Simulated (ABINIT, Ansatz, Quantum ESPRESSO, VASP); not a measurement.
## SrO (Fm-3m, 2 atoms in the cell) computed with different codes at matched settings

Self-consistent single point, at a second geometry (lattice scaled by 0.98). First geometry:

```
SrO
1.0
    0.00000     2.58000     2.58000
    2.58000     0.00000     2.58000
    2.58000     2.58000     0.00000
Sr O
1 1
Direct
  0.00000   0.00000   0.00000
  0.50000   0.50000   0.50000
```

Shared settings, as Ansatz (an electronic-structure program) writes them: kpoints.mp_grid.grid = 8 8 8; scf.occupations.method = fermi_dirac; scf.occupations.width = 0.05 eV. Potentials and cutoffs stand in the table.

| code | model | ΔF from the first geometry (meV/atom) | pressure (GPa) | gap on the mesh (eV) | cutoff |
|---|---|---|---|---|---|
| VASP | PBE, VASP's PBE PAW potentials (set 64) | – | – | 3.243 | 400 eV |
| Quantum ESPRESSO | PBE, GBRV 1.5 ultrasoft (PBE) pseudopotentials | 31.0 | 8.28 | 3.294 | 40 Ry |
| Ansatz | PBE, default PAW files | 30.4 | 7.82 | 3.283 | default |
| ABINIT | PBE, norm-conserving pseudopotentials (PseudoDojo nc-sr-05 PBE standard) | 29.1 | 7.94 | 3.293 | 84 Ry |

A dash marks a value that a program does not give, or that is left out as unsure.

Gaps are read on the mesh.

The spread over the programs that give each value: ΔF from the first geometry within 1.9 meV/atom; pressure within 0.46 GPa; gap on the mesh within 0.051 eV.

Ansatz's pressure is given at a fixed set of plane waves, as the other plane-wave codes print theirs; with its correction for the finite basis it is 8.20 GPa (the shift of 0.38 GPa shows how far the cutoff is from converged).

VASP's run is marked for a possible Pulay error in its stress at this cutoff; no cutoff test was made.

The starting cell has typed, rounded lattice constants, without a prior relaxation at this level. For this run, on top of that: lattice scaled by 0.98.

Left out of this page: GPAW, CP2K, Elk, FLEUR and SIESTA (not drawn, or without a comparable value).

Keys are those of Ansatz 0.2.
